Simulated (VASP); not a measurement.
Computed with PBEsol GGA, VASP's PBE PAW potentials (set 64) (plane waves; VASP).

VASP input:

**INCAR**
```
ALGO = Normal
EDIFF = 1E-6
ENCUT = 300
GGA = PS
ISIF = 2
ISMEAR = -1
LASPH = .TRUE.
LCHARG = .FALSE.
LMAXMIX = 4
LREAL = .FALSE.
LWAVE = .FALSE.
NELM = 100
PREC = Accurate
SIGMA = 0.05
SYSTEM = ZnS
```

KPOINTS:
```
Automatic mesh
0
Gamma
8 8 5
0 0 0
```

POSCAR:
```
ZnS
1
    1.8718000000    -3.2420530000     0.0000000000
    1.8718000000     3.2420530000     0.0000000000
    0.0000000000     0.0000000000     6.1348000000
Zn S
2 2
Direct
  0.6666670000   0.3333330000   0.5000000000
  0.3333330000   0.6666670000   0.0000000000
  0.6666670000   0.3333330000   0.8750000000
  0.3333330000   0.6666670000   0.3750000000
```

POTCAR, in this order: Zn S (PBE.64 set). Program: vasp_std.

At this cut-off the stress carries a Pulay error, which pulls relaxed volumes low.

Question: What does the run give for the energy per atom (σ→0), pressure?

Answer: 
```
Item                            Value
---------------------  --------------
energy per atom (σ→0)  -3.783 eV/atom
pressure                     2.63 GPa
```

OSZICAR:
```
...
DAV:   7    -0.151581833763E+02   -0.33933E-01   -0.20581E+00  1380   0.816E+00    0.333E+00
DAV:   8    -0.151338561803E+02    0.24327E-01   -0.94130E-02  1776   0.410E+00    0.107E+00
DAV:   9    -0.151327783667E+02    0.10778E-02   -0.28370E-02  1830   0.248E+00    0.277E-01
DAV:  10    -0.151328636966E+02   -0.85330E-04   -0.10714E-03  1532   0.398E-01    0.206E-01
DAV:  11    -0.151329693211E+02   -0.10562E-03   -0.16054E-04  1624   0.150E-01    0.513E-02
DAV:  12    -0.151329777508E+02   -0.84298E-05   -0.38358E-05  1602   0.397E-02    0.247E-02
DAV:  13    -0.151329786842E+02   -0.93338E-06   -0.20922E-06  1160   0.113E-02
   1 F= -.15132979E+02 E0= -.15132979E+02  d E =-.246913E-10
```

The structure is a typed ZnS crystal (P6_3mc). The cell was not relaxed at this level, and its volume differs by -5.9 % from the start's.
